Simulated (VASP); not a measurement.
```xyz
6
Lattice="3.8253 0.0000 0.0000 0.0000 3.8253 0.0000 0.0000 0.0000 7.9332" Properties=species:S:1:pos:R:3 pbc="T T T"
Gd     3.8253     1.9126     5.7610
Gd     1.9126     0.0000     2.1722
S      0.0000     0.0000     0.0000
S      1.9126     1.9126     0.0000
S      0.0000     1.9126     2.9136
S      1.9126     0.0000     5.0195
```

Computed with PBEsol GGA, VASP's PBE PAW potentials (set 64) (plane waves; VASP 6.6.1). Numerical set-up: 400 eV cut-off, Gaussian smearing of 0.050 eV, potentials Gd_3 S.

The 4f electrons are frozen in the core of the lanthanide potential, so 4f levels, which can set the real gap, and their magnetism are missing.

### Question
What does the run give for the band gap (along the path) with the smallest direct gap where there is one?

### Answer

| Property | Value |
|---|---|
| band gap (along the path) | none (metal, semimetal or under 0.01 eV) |

The structure comes from a computed database's GdS2 entry (P4/nmm); how it stands against other phases isn't given here. It was relaxed first.
